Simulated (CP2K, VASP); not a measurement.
VASP ran on this input.

File POSCAR:
```
Ga2HgTe4
1.0
 -3.1016100000   3.1016100000   5.9589550000
  3.1016100000  -3.1016100000   5.9589550000
  3.1016100000   3.1016100000  -5.9589550000
Ga Hg Te
2 1 4
Cart
  0.0000000000   0.0000000000   5.9589550000
  3.1016100000   0.0000000000   2.9794775000
  0.0000000000   0.0000000000   0.0000000000
 -1.3973993694   1.5244413150   4.3165478229
  1.5244413150   1.3973993694   7.6013621771
  4.4990093694   1.5771686850  -1.6424071771
  1.5771686850   1.7042106306   1.6424071771
```

KPOINTS:
```
kpoints
0
gamma
  2 2 2
0 0 0
```

**INCAR**
```
ALGO  =  Normal
EDIFF  =  1E-6
ENCUT  =  300
GGA  =  PS
ISIF  =  2
ISMEAR  =  -1
LASPH  =  .TRUE.
LCHARG  =  .FALSE.
LMAXMIX  =  6
LREAL  =  .FALSE.
LWAVE  =  .FALSE.
NELM  =  100
PREC  =  Accurate
SIGMA  =  0.01
SYSTEM  =  Ga2HgTe4
```

POTCAR, in this order: Ga_d Hg Te (PBE.64 set). Program: vasp_std.

Problem. Translate it to CP2K.

Solution. One input that does it (PBEsol, GPW, DZVP-MOLOPT-SR-GTH basis, GTH-PBE potentials (GTH_POTENTIALS)):
```
&GLOBAL
  PROJECT calc
  RUN_TYPE ENERGY_FORCE
  PRINT_LEVEL MEDIUM
&END GLOBAL
&FORCE_EVAL
  METHOD Quickstep
  STRESS_TENSOR ANALYTICAL
  &DFT
    BASIS_SET_FILE_NAME BASIS_MOLOPT
    POTENTIAL_FILE_NAME GTH_POTENTIALS
    &QS
      METHOD GPW
      EPS_DEFAULT 1E-11
    &END QS
    &MGRID
      CUTOFF 600
      REL_CUTOFF 40
      NGRIDS 5
    &END MGRID
    &SCF
      SCF_GUESS ATOMIC
      EPS_SCF 1E-7
      MAX_SCF 100
      ADDED_MOS 11
      &DIAGONALIZATION
        ALGORITHM STANDARD
      &END DIAGONALIZATION
      &MIXING
        METHOD BROYDEN_MIXING
        ALPHA 0.4
        NBUFFER 10
        BETA 1
      &END MIXING
      &SMEAR ON
        METHOD FERMI_DIRAC
        ELECTRONIC_TEMPERATURE [K] 116.05
      &END SMEAR
    &END SCF
    &KPOINTS
      SCHEME MACDONALD 2 2 2 0.25 0.25 0.25
    &END KPOINTS
    &XC
      &XC_FUNCTIONAL
        &PBE
          PARAMETRIZATION PBESOL
        &END PBE
      &END XC_FUNCTIONAL
    &END XC
    &PRINT
      &MO
        EIGENVALUES T
        OCCUPATION_NUMBERS T
        NDIGITS 8
        FILENAME mo
        &EACH
          QS_SCF 0
        &END EACH
        ADD_LAST NUMERIC
      &END MO
      &MULLIKEN ON
      &END MULLIKEN
    &END PRINT
  &END DFT
  &SUBSYS
    &CELL
      ABC 7.39926400 7.39926485 7.39926448
      ALPHA_BETA_GAMMA 130.43457792 130.43457488 72.71297166
      PERIODIC XYZ
    &END CELL
    &COORD
      SCALED
      Ga       0.50000000     0.50000000     0.00000000
      Ga       0.25000000     0.75000000     0.50000000
      Hg       0.00000000     0.00000000     0.00000000
      Te       0.60794000     0.13692000     0.02048000
      Te       0.86308000     0.88356000     0.47102000
      Te       0.11644000     0.58746000     0.97952000
      Te       0.41254000     0.39206000     0.52898000
    &END COORD
    &KIND Ga
      BASIS_SET DZVP-MOLOPT-SR-GTH-q13
      POTENTIAL GTH-PBE-q13
    &END KIND
    &KIND Hg
      BASIS_SET DZVP-MOLOPT-SR-GTH-q12
      POTENTIAL GTH-PBE-q12
    &END KIND
    &KIND Te
      BASIS_SET DZVP-MOLOPT-SR-GTH-q6
      POTENTIAL GTH-PBE-q6
    &END KIND
  &END SUBSYS
  &PRINT
    &FORCES ON
    &END FORCES
    &STRESS_TENSOR ON
    &END STRESS_TENSOR
  &END PRINT
&END FORCE_EVAL
```
Both inputs were run and reached self-consistency, which says nothing on mesh or cut-off. Potentials, basis and cut-offs are each code's own, so they don't translate, and total energies aren't comparable.

The structure comes from a computed database's Ga2HgTe4 entry (I-4); how it stands against other phases isn't given here. The cell was not relaxed at this level, and it may have been scaled.
